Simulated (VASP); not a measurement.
Given:

```
CELL_PARAMETERS angstrom
      0.00000     2.22276     2.22276
      2.22276     0.00000     2.22276
      2.22276     2.22276     0.00000
ATOMIC_POSITIONS crystal
  Si 0.00000 0.00000 0.00000
  C  0.25000 0.25000 0.25000
```

These are PBEsol GGA, VASP's PBE PAW potentials (set 64) (plane waves; VASP 6.6.1) values and carry that method's errors. Run with 520 eV cut-off, 10×10×10 Γ-centred mesh, Gaussian smearing of 0.050 eV, potentials Si C.

Give the stress tensor in GPa (positive for a compressed cell).

```
-11.59    0.00    0.00
  0.00  -11.59    0.00
  0.00    0.00  -11.59
```
The pressure is its mean diagonal, -11.59 GPa.

The compound is SiC in the zinc blende structure. This cell is one point of a volume scan, at 1.06 of the reference volume.
